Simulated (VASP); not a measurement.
Computed with PBE GGA + U (Dudarev), VASP's PBE PAW potentials (set 64) (plane waves; VASP).

A VASP calculation is set up with these files.

POSCAR:
```
Ni3Al
1
    3.6414000000     0.0000000000     0.0000000000
    0.0000000000     3.6414000000     0.0000000000
    0.0000000000     0.0000000000     3.6414000000
Al Ni
1 3
Direct
  0.0000000000   0.0000000000   0.0000000000
  0.0000000000   0.5000000000   0.5000000000
  0.5000000000   0.0000000000   0.5000000000
  0.5000000000   0.5000000000   0.0000000000
```

INCAR:
```
SYSTEM = Ni3Al
PREC = Accurate
ENCUT = 400
EDIFF = 1E-6
NELM = 100
ALGO = Normal
LREAL = .FALSE.
LASPH = .TRUE.
ISMEAR = 1
SIGMA = 0.1
GGA = PE
LMAXMIX = 4
ISPIN = 2
MAGMOM = 0.0 0.5 0.5 0.5
LORBIT = 10
LWAVE = .FALSE.
LCHARG = .FALSE.
ISIF = 2
LDAU = .TRUE.
LDAUTYPE = 2
LDAUL = -1 2
LDAUU = 0 3.0
LDAUJ = 0 0
LDAUPRINT = 1
```

**KPOINTS**
```
Automatic mesh
0
G
8 8 8
```

POTCAR, in this order: Al Ni (PBE.64 set). Program: vasp_std.

**Question.** What will the output report for the number of irreducible k-points (NKPTS), number of bands (NBANDS), largest plane-wave count, number of space-group operations, FFT grid (NGX, NGY, NGZ)?

**Answer.** 
| Quantity | Value |
|---|---|
| number of irreducible k-points (NKPTS) | 35 |
| number of bands (NBANDS) | 21 |
| largest plane-wave count | 912 |
| number of space-group operations | 48 |
| FFT grid (NGX, NGY, NGZ) | 24 × 24 × 24 |

The compound is Ni3Al in the L1_2 structure. The cell was not relaxed at this level. The run is one of a series of settings (LDAU = .TRUE., LDAUJ = 0 0, LDAUL = -1 2, LDAUTYPE = 2, LDAUU = 0 3.0 against the base run), some of them coarse on purpose.
